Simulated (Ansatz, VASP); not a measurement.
# Al (Al(111)) in two plane-wave programs

One calculation is typed for both programs; each brings its own data sets. How far apart do they land? Of the first pair: The structure shown is the start of the Ansatz relaxation below; VASP solves that cell, so the two are compared at the walk's first step.

Method: plane waves, with VASP 6.6.1 beside it; PBE, in Ansatz 0.2.0.

## 1. The structure

The cell holds 6 atoms: 6 Al. Cell: a = 2.864 Å, b = 2.864 Å, c = 25.691 Å, α = 90.0°, β = 90.0°, γ = 60.0°. Vacuum lies along c.

## 2. Ansatz: relaxation, PBE

Ansatz runs on its default PAW (the set named soft_2) files.

The two programs are compared at the cell with which this relaxation starts, whose forces are those of its first step.

File input.yaml:

```yaml
crystal:
  lattice:
    - [2.8637824638, 0.0, 0.0]
    - [1.4318912319, 2.4801083646, 0.0]
    - [0.0, 0.0, 25.6913429511]
  atoms:
    - { symbol: Al, position: [0.3333333333, 0.3333333333, 0.2724653208] }
    - { symbol: Al, position: [0.6666666667, 0.6666666667, 0.3634791925] }
    - { symbol: Al, position: [0.0, 0.0, 0.4544930642] }
    - { symbol: Al, position: [0.3333333333, 0.3333333333, 0.5455069358] }
    - { symbol: Al, position: [0.6666666667, 0.6666666667, 0.6365208075] }
    - { symbol: Al, position: [0.0, 0.0, 0.7275346792] }
kpoints:
  mp_grid: { grid: [13, 13, 1] }
hamiltonian:
  xc: pbe
scf:
  occupations: { method: fermi_dirac, width: 0.1 }
efield:
  axis: 3
  dipole_correction: true
  ramp_width: 0.05
relax:
  f_tol: 0.02
  max_steps: 60
  constraints: [{ sites: [0, 1, 2] }]
output:
  write_potential: true
  write_density: true
  volumetric_format: npy
```

Command:

```bash
$ ansatz run input.yaml --threads 4 --pin off --max-ram 8192MiB --backend cpu --events-out ev --progress --plain --runs-dir out
```

Numbers of over 12 decimals in the logs are rounded to 6 here.

Log:

```text
Engine: ansatz 0.2.0, x86_64-unknown-linux-gnu
Pseudopotentials: kind: paw
Pseudopotential: Al, paw, valence charge 3, recommended cutoff 420 eV (normal), Al.paw.azcp
Functional definition: PBE
  parameter kappa = 0.804
  parameter beta = 0.066725
  exchange = pbe_x(kappa = kappa, mu = beta*pi^2/3)
  correlation = pbe_c(beta = beta)
Crystal: 6 atoms, lattice volume = 182.473 Å³
Basis set: ecut = 420 eV, 3601 PW (Γ), exchange–correlation on 40×40×360 points (8 copies of the dense FFT grid, shifted against one another)
Bands: 15, of which v1, the nominal top of the filled ones, is band 9 counted from 1 (8 counted from 0)
Symmetry: 6 space group operations
k-points: 21 of 169 (time reversal used)
Non-local potential: Al, projectors of the file, l = 0: 2, l = 1: 2, l = 2: 1
PAW form: soft (Blöchl's): semilocal exchange-correlation on the pseudo side does not see the compensation charge
PAW one-centre angular grid: Al, 110 points (default); XC on 64 Gauss nodes
Initial density: superposition of atomic densities (neutral atoms: chi_scale 0, normalization atom), corrected by the library's trained network
Initial wavefunctions: pseudopotential atomic-orbital guess
Functional: x = pbe(κ = 0.804, μ = 0.219515), c = pbe(β = 0.066725)
SCF iter   1: F=—  HF=-3224.309744 eV  |F-HF|=—  |Δ(HF+E_count)|=         —  Δρ=1.23e-3  dr2=4.23e-2  ethr=1.77e-3  p=0.000 e·Å  D=2.72e-14 V/Å  ΔV_dip=-0.00 eV  dr2_dipole=4.01e-8  V_vac-E_F(+/−)=3.99/3.99 eV  ⟨swp⟩=8.3  Hψ=2421  notcnv=0
efield: sawtooth ramp at fractional position 0.9750 (placed from the atoms, in the widest stretch of the axis that holds none; the zero of the levels goes with the place), width 0.0500; the density the first Hamiltonian is built on has a dipole p = 0.000 e·Å; the dipole correction subtracts the counter field D = 2.72e-14 V/Å, which shifts the + side's vacuum level by -0.00 eV against the − side's; the planar-averaged density in the ramp window peaks in size at 1.1e-4 e/Å³
preconditioner: auto → LDOS  [metal: Δε(μ)=0.046 eV  Ē_g=6.733 eV  σ=0.100 eV  W_gap=0.11  n_scr=14 (ndim 8)  ℏωp=11.7 eV  f_vac=0.361  D(μ)=2.80/eV (n_scr^D=12)  β→1.0]
SCF iter   2: F=—  HF=-3224.308620 eV  |F-HF|=—  |Δ(HF+E_count)|=   1.12e-3  Δρ=3.28e-4  dr2=4.04e-4  ethr=2.35e-4  p=-0.000 e·Å  D=-2.08e-5 V/Å  ΔV_dip=0.00 eV  dr2_dipole=1.10e-7  V_vac-E_F(+/−)=4.06/4.06 eV  ⟨swp⟩=1.6  Hψ=541  notcnv=0  defer=8
SCF iter   3: F=—  HF=-3224.308751 eV  |F-HF|=—  |Δ(HF+E_count)|=   1.31e-4  Δρ=9.81e-5  dr2=9.57e-5  ethr=2.25e-6  p=-0.000 e·Å  D=-4.74e-6 V/Å  ΔV_dip=0.00 eV  dr2_dipole=5.46e-8  V_vac-E_F(+/−)=4.05/4.05 eV  ⟨swp⟩=2.7  Hψ=617  notcnv=0  defer=8
iter 4 did not close the SCF: its close was put off for the readings that it lacked (scf_convergence_deferred on its scf_iter line)
SCF iter   4: F=-3224.308745 eV  HF=-3224.308748 eV  |F-HF|=3.07e-6  |Δ(HF+E_count)|=   2.84e-6  Δρ=2.65e-5  dr2=4.99e-6  ethr=5.32e-7  p=-0.000 e·Å  D=-7.20e-7 V/Å  ΔV_dip=0.00 eV  dr2_dipole=1.66e-9  V_vac-E_F(+/−)=4.05/4.05 eV  ⟨swp⟩=2.4  Hψ=494  notcnv=0  defer=8
iter 5 did not close the SCF: its close was put off for the readings that it lacked (scf_convergence_deferred on its scf_iter line)
SCF iter   5: F=-3224.308747 eV  HF=-3224.308747 eV  |F-HF|=1.34e-7  |Δ(HF+E_count)|=   3.80e-7  Δρ=5.94e-6  dr2=7.38e-8  ethr=2.77e-8  p=-0.000 e·Å  D=-6.82e-7 V/Å  ΔV_dip=0.00 eV  dr2_dipole=1.64e-11  V_vac-E_F(+/−)=4.05/4.05 eV  ⟨swp⟩=2.2  Hψ=503  notcnv=0  defer=8
SCF iter   6: F=-3224.308747 eV  HF=-3224.308747 eV  |F-HF|=1.79e-10  |Δ(HF+E_count)|=   1.37e-7  Δρ=1.35e-6  dr2=1.21e-8  ethr=4.10e-10  p=0.000 e·Å  D=8.50e-8 V/Å  ΔV_dip=-0.00 eV  dr2_dipole=4.12e-12  V_vac-E_F(+/−)=4.05/4.05 eV  ⟨swp⟩=7.9  Hψ=2257  notcnv=0
SCF 1 converged in 6 iterations: F = -3224.308747 eV  dr2 = 1.21e-8
  greatest PAW one-centre occupation: 0.463 electrons in one spin orbital (limit 2), on the Al atom at site 0 (counted from 0), in its partial waves of l = 0
relax step   1: F+E_penalty+E_count = -3224.30874744 eV  Δ(F+E_penalty+E_count) = +0.000e0 eV  max|allowed force component| = 7.523e-2 eV/Å  Δτ_max = 0.0000 Å  (6 SCF iters, dr2 threshold 1.00e-5 eV, accepted)
[...]
relax step   2: F+E_penalty+E_count = -3224.30950011 eV  Δ(F+E_penalty+E_count) = -7.527e-4 eV  max|allowed force component| = 2.247e-2 eV/Å  Δτ_max = 0.0342 Å  (6 SCF iters, accepted)
[...]
relax step   3: F+E_penalty+E_count = -3224.30955808 eV  Δ(F+E_penalty+E_count) = -5.797e-5 eV  max|allowed force component| = 5.330e-4 eV/Å  Δτ_max = 0.0045 Å  (4 SCF iters, accepted)
NSCF: frozen V_eff on 21 k-points
the band table was solved once a step of the walk had ended and its energy, with any forces and stress, was formed, with the checks that follow a solve (2918 applications of the Hamiltonian). They found nothing against the state; the energy, forces and stress were not computed again (output.eigenvalues in the input reference)
WARN: The input density's exchange-correlation potential varies sharply where the density is thin. Do not read a vacuum level from v_tot or v_xc, or from such a field of the output density. On a cell that repeats whose density bears no net charge and no dipole along the vacuum's axis use v_es (v_loc + v_h of the components); under efield.dipole_correction with no amplitude use v_es + v_field, which holds any external [...]
SCF converged after 4 iterations
Free energy (F): -3224.309558 eV
Harris-Foulkes:  -3224.309558 eV  (|F-HF|=1.49e-8)
Internal energy: -3224.219011 eV  (E = F + TS)
E sigma→0 (E₀):  -3224.264285 eV
Entropy (-TS):   -0.090547 eV (-15.091 meV/atom)
Fermi energy:    2.498333 eV
Dipole field:    D = 0.000278 V/Å  (p = 0.000280 e·Å, saw-weighted, corrected)
Work function:   Φ+ = 4.0417 eV   Φ− = 4.0489 eV
Levels:          The Fermi level and band energies are counted from a zero that moves with the ramp; work functions are not
--- Per-component energies (eV) ---
  E_band       = -30.951205
  E_kinetic    = 132.636382
  E_local      = -3631.751666  (includes V_loc(G=0)·N_el)
  E_nonlocal   = 62.302946
  E_hartree    = 1799.159392
  E_xc         = -236.086737
  E_vxc        = -170.626901  (∫ρ·V_xc dr)
  E_paw        = -2803.846055  (= ΣΔE_a)
  E_vpaw       = -21.829927  (= ΣTr[D̂ρ^β])
  E_aug_tail   = -0.000013  (compensation charges beyond the density's cutoff)
  E_efield     = 0.000000  (sawtooth field / dipole correction)
  E_vefield    = 0.000057  (∫n·V_field dr)
  E_ewald      = 1453.366741
  E_smearing   = -0.090547  (= −TS)
  E_closure    = 0.000000  (closes the sum)
  Σ components = -3224.309558   (vs F -3224.309558, Δ=0.00e0)
--- Forces (eV/Å), atoms counted from 1 ---
  atom   1  Al     0.00000000     0.00000000    -0.02852628
  atom   2  Al     0.00000000     0.00000000     0.07750402
  atom   3  Al     0.00000000     0.00000000    -0.04836772
  atom   4  Al     0.00000000     0.00000000    -0.00053301
  atom   5  Al    -0.00000000    -0.00000000     0.00036875
  atom   6  Al    -0.00000000    -0.00000000    -0.00043839
  max |Σ_I F_I| component: 7.37e-6 eV/Å
--- Band table (eV; the first three rows and the last of 21) ---
  k-point 0: bands = [... 5 lower, -2.9148, -1.1897, 0.8981, 2.9806, 4.8743, 5.9611, 6.9895, 7.2073, ... 2 higher]
  k-point 1: bands = [... 5 lower, -2.7754, -1.0565, 1.0311, 3.1114, 5.0045, 6.0996, 7.1230, 7.3399, ... 2 higher]
  k-point 2: bands = [... 5 lower, -2.3589, -0.6579, 1.4272, 3.4964, 5.3776, 6.5012, 7.4638, 7.6860, ... 2 higher]
  k-point 20: bands = [... 5 lower, 0.4077, 0.4283, 0.5831, 1.0257, 1.2498, 1.9099, 2.0881, 2.9341, ... 2 higher]
--- Relaxed structure (3 steps of the walk, 3 accepted, 0 SCFs on fresh bases) ---
  F+E_penalty+E_count = -3224.30955808 eV   max|allowed force component| = 5.330e-4 eV/Å
  atoms:
    - { symbol: Al, position: [0.333333, 0.333333, 0.272465] }
    - { symbol: Al, position: [0.666667, 0.666667, 0.363479] }
    - { symbol: Al, position: [0.0, 0.0, 0.454493] }
    - { symbol: Al, position: [0.333333, 0.333333, 0.544986] }
    - { symbol: Al, position: [0.666667, 0.666667, 0.635234] }
    - { symbol: Al, position: [0, 0, 0.726667] }
```

In the SCF lines HF is the Harris–Foulkes energy and dr2 the Hartree energy of the density residual, in eV; the loop may stop once dr2 is under the threshold and the program's other checks hold. Hψ counts applications of the Hamiltonian.

## 3. VASP: single point, PBE, start cell, pair 1

The same cell, functional, mesh and smearing now go to VASP, with its own data sets.

Lines of VASP's logs that name or quote its potential files are left out, and so is its time.

File INCAR:

```
SYSTEM = Al
PREC = Accurate
ENCUT = 400
EDIFF = 1E-06
NELM = 120
ISMEAR = -1
SIGMA = 0.1
LREAL = .FALSE.
ALGO = Normal
GGA = PE
NBANDS = 15
LORBIT = 11
LWAVE = .FALSE.
LCHARG = .FALSE.
ISIF = 2
LDIPOL = .TRUE.
IDIPOL = 3
DIPOL = 0.5 0.5 0.5
LVHAR = .TRUE.
LASPH = .TRUE.
GGA_COMPAT = .FALSE.
NELMDL = -8
KPAR = 2
```

File POSCAR:

```
Al
1.0
    2.8637824638      0.0000000000      0.0000000000
    1.4318912319      2.4801083646      0.0000000000
    0.0000000000      0.0000000000     25.6913429511
Al
6
Direct
    0.3333332480      0.3333334570      0.2724653208
    0.6666665813      0.6666667903      0.3634792085
    0.9999999146      0.0000001236      0.4544930571
    0.3333332480      0.3333334570      0.5455069448
    0.6666665813      0.6666667903      0.6365207934
    0.9999999146      0.0000001236      0.7275346811
```

File KPOINTS:

```
Automatic mesh
0
Gamma
13 13 1
0 0 0
```

The projector-augmented-wave data sets are Al (PBE family, release 64).

Command:

```bash
$ mpirun -np 2 vasp_std
```

Log:

```text
[banner, memory and clock lines left out]
running    2 mpi-ranks, on    1 nodes
 distrk:  each k-point on    1 cores,    2 groups
 distr:  one band on    1 cores,    1 groups

 POSCAR found type information on POSCAR Al
 POSCAR found :  1 types and       6 ions
 LDA part: xc-table for (Slater+PW92), standard interpolation
 POSCAR, INCAR and KPOINTS ok, starting setup
 FFT: planning ... GRIDC
 FFT: planning ... GRID_SOFT
 FFT: planning ... GRID
 WAVECAR not read
 entering main loop
       N       E                     dE             d eps       ncg     rms          rms(c)
DAV:   1     0.338914756759E+02    0.33891E+02   -0.51483E+03   630   0.723E+02
DAV:   2    -0.199898859813E+02   -0.53881E+02   -0.50072E+02   834   0.120E+02
DAV:   3    -0.223948683441E+02   -0.24050E+01   -0.23336E+01   869   0.258E+01
DAV:   4    -0.224793550258E+02   -0.84487E-01   -0.84429E-01   976   0.585E+00
DAV:   5    -0.224825661504E+02   -0.32111E-02   -0.32110E-02  1009   0.991E-01
DAV:   6    -0.224826733168E+02   -0.10717E-03   -0.10717E-03  1048   0.168E-01
DAV:   7    -0.224826751951E+02   -0.18783E-05   -0.18783E-05   995   0.198E-02
DAV:   8    -0.224826752237E+02   -0.28668E-07   -0.28704E-07   717   0.292E-03    0.341E+00
DAV:   9    -0.224263843304E+02    0.56291E-01   -0.72155E+00   762   0.109E+01    0.264E+00
DAV:  10    -0.218674077960E+02    0.55898E+00   -0.38124E+00   786   0.928E+00    0.157E+00
DAV:  11    -0.217784698048E+02    0.88938E-01   -0.37743E-01   749   0.277E+00    0.432E-01
DAV:  12    -0.217719554460E+02    0.65144E-02   -0.28450E-02   868   0.101E+00    0.261E-01
DAV:  13    -0.217704664105E+02    0.14890E-02   -0.32835E-03   785   0.310E-01    0.168E-01
DAV:  14    -0.217683468089E+02    0.21196E-02   -0.12245E-03   770   0.171E-01    0.510E-02
DAV:  15    -0.217678541054E+02    0.49270E-03   -0.31336E-04   833   0.779E-02    0.330E-02
DAV:  16    -0.217675316009E+02    0.32250E-03   -0.45363E-04   721   0.818E-02    0.142E-02
DAV:  17    -0.217676441101E+02   -0.11251E-03   -0.97536E-05   792   0.459E-02    0.100E-02
DAV:  18    -0.217678682902E+02   -0.22418E-03   -0.30495E-05   721   0.233E-02    0.778E-03
DAV:  19    -0.217680614304E+02   -0.19314E-03   -0.14654E-05   749   0.144E-02    0.593E-03
DAV:  20    -0.217681092882E+02   -0.47858E-04   -0.51233E-06   694   0.835E-03    0.335E-03
DAV:  21    -0.217681716222E+02   -0.62334E-04   -0.77033E-06   652   0.775E-03    0.153E-03
DAV:  22    -0.217681779880E+02   -0.63658E-05   -0.36234E-07   636   0.257E-03    0.556E-04
DAV:  23    -0.217681807387E+02   -0.27507E-05   -0.11689E-07   497   0.128E-03    0.127E-04
DAV:  24    -0.217681814868E+02   -0.74817E-06   -0.30783E-08   490   0.693E-04
   1 F= -.21768181E+02 E0= -.21722879E+02  d E =-.906047E-01
```

(Continued in part 2 of 2.)

[Lines on the potential files, build, host, timing and source positions are cut from VASP's logs without a mark.]

[Logs are printed without paths, hosts, clocks, repeated set-up lines and the standing remarks that a program may print on its own settings, such as how far it seeks lower states.]

[Hosts, paths, dates, database ids (printed as entryN), source tags and the programs' standing remarks are cut or masked in the printed files.]
